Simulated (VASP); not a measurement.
Computed with PBEsol GGA, VASP's PBE PAW potentials (set 64) (plane waves; VASP 6.6.1).

VASP ran on this input.

**KPOINTS**
```
Automatic mesh
0
gamma
 6 6 6
0 0 0
```

POSCAR:
```
Zr4C3N
1
    1.6240170000     0.9376270000    10.5943880000
   -1.6240170000     0.9376270000    10.5943880000
    0.0000000000    -1.8752540000    10.5943880000
Zr C N
4 3 1
Direct
  0.8745070000   0.8745070000   0.8745070000
  0.1254930000   0.1254930000   0.1254930000
  0.3760030000   0.3760030000   0.3760030000
  0.6239970000   0.6239970000   0.6239970000
  0.2519100000   0.2519100000   0.2519100000
  0.7480900000   0.7480900000   0.7480900000
  0.5000000000   0.5000000000   0.5000000000
  0.0000000000   0.0000000000   0.0000000000
```

### INCAR
```
SYSTEM = Zr4C3N
PREC = Accurate
ENCUT = 400
EDIFF = 1E-6
NELM = 100
ALGO = Normal
LREAL = .FALSE.
LASPH = .TRUE.
ISMEAR = 0
SIGMA = 0.272
GGA = PS
LMAXMIX = 4
LWAVE = .FALSE.
LCHARG = .FALSE.
ISIF = 2
```

POTCAR, in this order: Zr_sv C N (PBE.64 set). Program: vasp_std.

At this cut-off the stress carries a Pulay error, which pulls relaxed volumes low.

Question: Estimate the energy per atom (σ→0), pressure, largest force, band gap (on the k-mesh).

Answer: 
```yaml
energy per atom (σ→0): -10.423 eV/atom
band gap (on the k-mesh): none (metal, semimetal or under 0.01 eV)
pressure: 8.06 GPa
largest_force: 0.484 eV/Å
```

File OSZICAR:
```
...
DAV:   9    -0.834152932896E+02    0.64842E-02   -0.10876E-01  3320   0.156E+00    0.707E-01
DAV:  10    -0.834158510989E+02   -0.55781E-03   -0.12135E-02  3032   0.768E-01    0.245E-01
DAV:  11    -0.834156455713E+02    0.20553E-03   -0.19815E-03  3489   0.252E-01    0.759E-02
DAV:  12    -0.834156496251E+02   -0.40539E-05   -0.32013E-04  3241   0.903E-02    0.309E-02
DAV:  13    -0.834156376550E+02    0.11970E-04   -0.45976E-05  3161   0.336E-02    0.747E-03
DAV:  14    -0.834156360388E+02    0.16162E-05   -0.37214E-06  2434   0.110E-02    0.275E-03
DAV:  15    -0.834156357406E+02    0.29828E-06   -0.38133E-07  1913   0.364E-03
   1 F= -.83415636E+02 E0= -.83386576E+02  d E =-.581191E-01
```

The structure comes from a computed database's Zr4C3N entry; how it stands against other phases isn't given here. The cell was not relaxed at this level, and its volume differs by -5.9 % from the start's. The k-mesh is coarse (spacing up to 0.37 per Å, 2π included), so the numbers may not be converged in it. The electron count is odd and the run is not spin-polarised, which forces a metal.
